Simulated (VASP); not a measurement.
Calculation: PBE GGA, VASP's PBE PAW potentials (set 64) (plane waves; VASP).

A VASP calculation is set up with these files.

**POSCAR**
```
Dy
1
    1.7893940000    -3.1207340000     0.0000000000
    1.7893940000     3.1207340000     0.0000000000
    0.0000000000     0.0000000000     5.5930390000
Dy
2
Direct
  0.3333330000   0.6666670000   0.2500000000
  0.6940780000   0.3607440000   0.7500000000
```

**INCAR**
```
SYSTEM = Dy
PREC = Accurate; ENCUT = 400; LREAL = .FALSE.
LASPH = .FALSE.
EDIFF = 1E-6; NELM = 100; ALGO = Normal
LMAXMIX = 6
ISMEAR = 1; SIGMA = 0.1
GGA = PE
ISIF = 2
LWAVE = .FALSE.; LCHARG = .FALSE.
```

KPOINTS:
```
Automatic mesh
0
Gamma
11 11 6
0 0 0
```

POTCAR, in this order: Dy_3 (PBE.64 set). Program: vasp_std.

The resulting files:

### OSZICAR
```
       N       E                     dE             d eps       ncg     rms          rms(c)
DAV:   1     0.424255171359E+02    0.42426E+02   -0.78151E+03  6392   0.103E+03
DAV:   2    -0.617924956736E+01   -0.48605E+02   -0.47522E+02  6514   0.274E+02
DAV:   3    -0.895346799329E+01   -0.27742E+01   -0.25645E+01  9018   0.363E+01
DAV:   4    -0.904930697172E+01   -0.95839E-01   -0.94322E-01  8135   0.740E+00
DAV:   5    -0.905327839109E+01   -0.39714E-02   -0.39581E-02  9435   0.101E+00    0.242E+01
DAV:   6    -0.905526838501E+01   -0.19900E-02   -0.22924E-02  9632   0.141E+00    0.145E+01
DAV:   7    -0.906403410971E+01   -0.87657E-02   -0.42493E-02  9483   0.195E+00    0.243E-01
DAV:   8    -0.906372329277E+01    0.31082E-03   -0.24004E-03  7999   0.408E-01    0.636E-02
DAV:   9    -0.906373571182E+01   -0.12419E-04   -0.21336E-04  7995   0.133E-01    0.316E-02
DAV:  10    -0.906372916933E+01    0.65425E-05   -0.32345E-05  8141   0.461E-02    0.366E-02
DAV:  11    -0.906373007392E+01   -0.90459E-06   -0.32883E-06  7094   0.154E-02
   1 F= -.90637301E+01 E0= -.90643163E+01  d E =0.175871E-02
```

File OUTCAR:
```
------------------------ aborting loop because EDIFF is reached ----------------------------------------
  FORCE on cell =-STRESS in cart. coord.  units (eV):
  Direction    XX          YY          ZZ          XY          YZ          ZX
  --------------------------------------------------------------------------------------
  Total        0.4523468      0.2837486      0.3016171     -0.1375549      0.0000000      0.0000000
  in kB       11.6022309      7.2778611      7.7361694     -3.5281422      0.0000000      0.0000000
  external PRESSURE =       8.8720871 kB  Pullay stress =       0.0000000 kB
  volume of cell :       62.47
      direct lattice vectors                 reciprocal lattice vectors
     1.789394000 -3.120734000  0.000000000     0.279424207 -0.160218718  0.000000000
     1.789394000  3.120734000  0.000000000     0.279424207  0.160218718  0.000000000
     0.000000000  0.000000000  5.593039000     0.000000000  0.000000000  0.178793675
 POSITION                                       TOTAL-FORCE (eV/Angst)
 -----------------------------------------------------------------------------------
      1.78939      1.04025      1.39826         0.127875     -0.022285      0.000000
      1.88749     -1.04025      4.19478        -0.127875      0.022285      0.000000
 -----------------------------------------------------------------------------------
    total drift:                               -0.000001     -0.000000     -0.000000
  FREE ENERGIE OF THE ION-ELECTRON SYSTEM (eV)
  ---------------------------------------------------
  free  energy   TOTEN  =        -9.0637300739 eV

  energy  without entropy=       -9.0654887798  energy(sigma->0) =       -9.06431631
```
(Selected blocks of OUTCAR.)

The 4f electrons are frozen in the core of the lanthanide potential, so 4f levels, which can set the real gap, and their magnetism are missing.

The compound is Dy in the hcp structure. The cell was not relaxed at this level, atoms are displaced from their ideal sites. The run is one of a series of settings (LASPH = .FALSE. against the base run), some of them coarse on purpose.
